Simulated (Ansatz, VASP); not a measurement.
## Ge (Germanium) in two plane-wave programs

Aim: how closely do two programs agree when they are given the same cell, functional and k mesh? The structure shown is the end of the Ansatz relaxation below.

Calculated with Ansatz 0.2.0; plane waves, with VASP 6.6.1 beside it; single point at r2SCAN.

This is not the structure that Ge takes at ambient pressure and room temperature (diamond type); it is a model or a phase of other conditions.

### Step 1. The starting structure

It takes space group I4_1/amd (No. 141, tetragonal). Conventional cell: a = 4.132 Å, b = 4.132 Å, c = 5.555 Å, α = 90.00°, β = 90.00°, γ = 90.00°. Ge has 4 Ge at 2.49 Å nearest.

### Step 2. Ansatz: relaxation, r2SCAN

Ansatz runs on its PAW soft_1 files.

This run makes the geometry at which the two programs are then compared.

File input.yaml:

```yaml
crystal:
  lattice:
    - [0.0, 2.9220283666, 2.797241504]
    - [2.9220283666, 0.0, 2.797241504]
    - [2.9220283666, 2.9220283666, 0.0]
  atoms:
    - { symbol: Ge, position: [0.4999834302, 0.4999834302, 0.4999657012] }
    - { symbol: Ge, position: [0.7500165698, 0.7500165698, 0.7500342988] }
  conventional_axes: [[-1, 1, 1], [1, -1, 1], [1, 1, -1]]
kpoints:
  mp_grid: { grid: [12, 12, 12], shift: [0.5, 0.5, 0.5] }
hamiltonian:
  xc: r2scan
  pseudopotentials: { kind: paw, azcp: { folder: soft_1 } }
scf:
  occupations: { method: gaussian, width: 0.02 }
output:
  forces: true
  stress: true
  eigenvalues: true
relax:
  adjacent_minimum: "off"
  f_tol: 0.001
  max_steps: 60
  cell: { stress_tol: 0.01, fix: [a, b, angles] }
```

On the command line:

```bash
> ansatz run input.yaml --threads 4 --pin off --max-ram 10240MiB --backend cpu --events-out ev --progress --plain --runs-dir out
```

Numbers of over 12 decimals in the logs are rounded to 6 here.

Output:

```text
Engine: ansatz 0.2.0, aarch64-unknown-linux-gnu
Pseudopotentials: kind: paw
Pseudopotential: Ge, paw, valence charge 14, recommended cutoff 500 eV (meta_gga), soft_1/Ge.paw.azcp
Functional definition: r2SCAN
  parameter k0 = 0.174
  parameter k1 = 0.065
  parameter a1 = 4.9479
  exchange = r2scan_x(k0 = k0, k1 = k1, a1 = a1)
  correlation = r2scan_c
Crystal: 2 atoms, lattice volume = 47.767 Å³
Basis set: ecut = 500 eV, 1219 PW (Γ), exchange–correlation on 120×120×128 points (64 copies of the dense FFT grid, shifted against one another)
Bands: 18, of which v1, the nominal top of the filled ones, is band 14 counted from 1 (13 counted from 0)
Symmetry: 4 space group operations
Space group: C2/m (ITA 12), of the structure as read, at distance tolerance 3.6e-5 Å
k-points: 468 of 1728
Non-local potential: Ge, projectors of the file, l = 0: 2, l = 1: 2, l = 2: 3, l = 3: 1
PAW form: soft (Blöchl's): semilocal exchange-correlation on the pseudo side does not see the compensation charge
PAW frozen core: Ge, regenerated for the run's functional (the file was generated under x = pbe(κ = 0.804, μ = 0.219515), c = pbe(β = 0.066725))
PAW one-centre angular grid: Ge, 590 points (default); XC on 160 Gauss nodes
Initial density: superposition of atomic densities (chi_scale 0.1, normalization cell)
Initial wavefunctions: pseudopotential atomic-orbital guess
Functional: x = r2scan, c = r2scan; τ floored in thin density (d = 2e-4 eV/Å³)
iter 1 solved again at ethr=1.57e-3 eV; its pass at ethr=3.10e-3 eV (dr2=4.40e-1 eV) is discarded
SCF iter   1: F=—  HF=-8605.735519 eV  |F-HF|=—  |Δ(HF+E_count)|=         —  Δρ=3.52e-2  dr2=4.44e-1  dr2_τ=3.62e-3  ethr=1.57e-3  ⟨swp⟩=1.0  Hψ=50988  notcnv=0
preconditioner: auto → none  [insulator: Δε(μ)=0.153 eV  Ē_g=24.092 eV  σ=0.020 eV  W_gap=1.00  n_scr=14 (ndim 8)  ℏωp=28.4 eV  f_vac=0.000  D(μ)=0.00/eV (n_scr^D=0)  ε∞_Penn≈2.4]
SCF iter   2: F=—  HF=-8605.770910 eV  |F-HF|=—  |Δ(HF+E_count)|=   3.54e-2  Δρ=1.80e-2  dr2=9.59e-2  dr2_τ=6.57e-4  ethr=1.57e-3  ⟨swp⟩=2.1  Hψ=10370  notcnv=0
SCF iter   3: F=—  HF=-8605.798769 eV  |F-HF|=—  |Δ(HF+E_count)|=   2.79e-2  Δρ=2.56e-3  dr2=1.43e-3  dr2_τ=2.51e-5  ethr=3.43e-4  ⟨swp⟩=3.1  Hψ=16880  notcnv=0
SCF iter   4: F=—  HF=-8605.797412 eV  |F-HF|=—  |Δ(HF+E_count)|=   1.36e-3  Δρ=4.74e-4  dr2=4.47e-5  dr2_τ=7.99e-7  ethr=5.11e-6  ⟨swp⟩=2.0  Hψ=16870  notcnv=0
SCF iter   5: F=—  HF=-8605.797428 eV  |F-HF|=—  |Δ(HF+E_count)|=   1.57e-5  Δρ=1.18e-4  dr2=2.68e-6  dr2_τ=5.12e-8  ethr=1.60e-7  ⟨swp⟩=2.0  Hψ=14976  notcnv=0
SCF iter   6: F=-8605.797429 eV  HF=-8605.797429 eV  |F-HF|=4.59e-9  |Δ(HF+E_count)|=   1.13e-6  Δρ=3.69e-6  dr2=2.04e-9  dr2_τ=8.19e-11  ethr=3.57e-10  ⟨swp⟩=3.6  Hψ=37692  notcnv=0
SCF 1 converged in 6 iterations: F = -8605.797429 eV  dr2 = 2.04e-9
  greatest PAW one-centre occupation: 0.998 electrons in one spin orbital (limit 2), on the Ge atom at site 1 (counted from 0), in its partial waves of l = 2
relax step   1: F+E_penalty+E_count = -8605.79742897 eV  Δ(F+E_penalty+E_count) = +0.000e0 eV  max|allowed force component| = 6.135e-4 eV/Å  Δτ_max = 0.0000 Å  P = -2.878 GPa  Ω = 47.767 Å³  fix = [a, b, alpha, beta, gamma]  reactions: a -3.946, b -3.946 GPa; alpha +0.004, beta +0.004, gamma +0.004 GPa/rad  (6 SCF iters, dr2 threshold 1.00e-7 eV, accepted)
[...]
relax step   2: F+E_penalty+E_count = -8605.79826233 eV  Δ(F+E_penalty+E_count) = -8.334e-4 eV  max|allowed force component| = 1.858e-4 eV/Å  Δτ_max = 0.0000 Å  P = -2.467 GPa  Ω = 47.428 Å³  energy of the carried Pulay correction = +4.827e-5 eV  fix = [a, b, alpha, beta, gamma]  reactions: a -3.702, b -3.702 GPa; alpha +0.006, beta +0.006, gamma +0.003 GPa/rad  (5 SCF iters, dr2 threshold 2.00e-7 eV, accepted)
[...]
relax step   3: F+E_penalty+E_count = -8605.79821613 eV  Δ(F+E_penalty+E_count) = +4.619e-5 eV  max|allowed force component| = 1.857e-4 eV/Å  Δτ_max = 0.0000 Å  P = -2.467 GPa  Ω = 47.428 Å³  fix = [a, b, alpha, beta, gamma]  reactions: a -3.702, b -3.702 GPa; alpha +0.006, beta +0.006, gamma +0.003 GPa/rad  stress off target by 2.08e-3 GPa on what of the cell is left free  SCF on the basis re-selected at this cell (its energy is not comparable with the rows above)  (5 SCF iters)
basis re-selected at this cell: Δ(F+E_penalty+E_count) = +4.619e-5 eV, ΔP = -0.001 GPa vs the last step (what re-selecting the basis moved, of the pressure what is left beyond the Pulay correction that the steps carried, after the strain that the cell walked since its last selection, with what the two solves' SCF thresholds leave and, on support functions, any second-order correction that the steps lacked; it is no m [...]
SCF converged after 5 iterations
Free energy (F): -8605.798216 eV
Harris-Foulkes:  -8605.798216 eV  (|F-HF|=0.00e0)
Internal energy: -8605.798216 eV  (E = F + TS)
E sigma→0 (E₀):  -8605.798216 eV
Fermi energy:    7.923462 eV
--- Per-component energies (eV) ---
  E_band       = -333.599982
  E_kinetic    = 183.749881
  E_local      = -4566.616001  (includes V_loc(G=0)·N_el)
  E_nonlocal   = 436.119227
  E_hartree    = 2173.453410
  E_xc         = -131.201490
  E_vxc        = -135.929600  (∫ρ·V_xc dr)
  E_paw        = -4052.180314  (= ΣΔE_a)
  E_vpaw       = -604.985239  (= ΣTr[D̂ρ^β])
  E_aug_tail   = -0.000009  (compensation charges beyond the density's cutoff)
  E_vtau       = 7.154938  (kinetic-family band-sum trace: ∫τ·v_τ [+ j·A + Jᵃ·Aᵃ] dr)
  E_ewald      = -2646.951399
  E_core_change = -2.171521  (= ΣΔE_core)
  E_smearing   = -0.000000  (= −TS)
  E_closure    = -0.000000  (closes the sum)
  Σ components = -8605.798216   (vs F -8605.798216, Δ=0.00e0)
--- Forces (eV/Å), atoms counted from 1 ---
  atom   1  Ge     0.00018567     0.00018567     0.00017882
  atom   2  Ge    -0.00018567    -0.00018567    -0.00017882
  max |Σ_I F_I| component: 0.00e0 eV/Å
--- Stress (GPa, compression-positive) ---
       -3.702209      -0.003414      -0.005955
       -0.003414      -3.702209      -0.005955
       -0.005955      -0.005955       0.002075
  P = ⅓ Tr σ = -2.4674 GPa (-24.674 kbar)
--- Band table (eV; the first three rows and the last of 468) ---
  k-point 0: bands = [... 10 lower, -5.1704, 6.9595, 7.5705, 7.8214, 8.3765, 10.3379, 10.6139, 10.6435]
  k-point 1: bands = [... 10 lower, -5.0598, 5.7526, 7.4450, 7.4783, 8.9282, 10.7321, 10.8799, 11.0527]
  k-point 2: bands = [... 10 lower, -4.7829, 4.2209, 6.9849, 7.1385, 8.9261, 11.1261, 11.4132, 12.3085]
  k-point 467: bands = [... 10 lower, -3.0424, 0.1148, 5.4502, 6.3660, 8.7559, 11.5747, 12.0984, 15.6561]
--- Relaxed structure (2 steps of the walk, 2 accepted, 1 SCFs on fresh bases) ---
  F+E_penalty+E_count = -8605.79821613 eV   max|allowed force component| = 1.857e-4 eV/Å   (the final SCF, on the basis selected at the relaxed cell)
  cell:  # Å, volume = 47.4275 Å³
    - [0, 2.9220283666, 2.777357]
    - [2.9220283666, 0, 2.777357]
    - [2.9220283666, 2.9220283666, 0]
  atoms:
    - { symbol: Ge, position: [0.499986, 0.499986, 0.499953] }
    - { symbol: Ge, position: [0.750014, 0.750014, 0.750047] }
```

In the SCF lines HF is the Harris–Foulkes energy and dr2 the Hartree energy of the density residual, in eV; the loop may stop once dr2 is under the threshold and the program's other checks hold. Hψ counts applications of the Hamiltonian.

(Continued in part 2 of 3.)

[Lines on the potential files, build, host, timing and source positions are cut from VASP's logs without a mark.]

[Logs are printed without paths, hosts, clocks, repeated set-up lines and the standing remarks that a program may print on its own settings, such as how far it seeks lower states.]

[Hosts, paths, dates, database ids (printed as entryN), source tags and the programs' standing remarks are cut or masked in the printed files.]
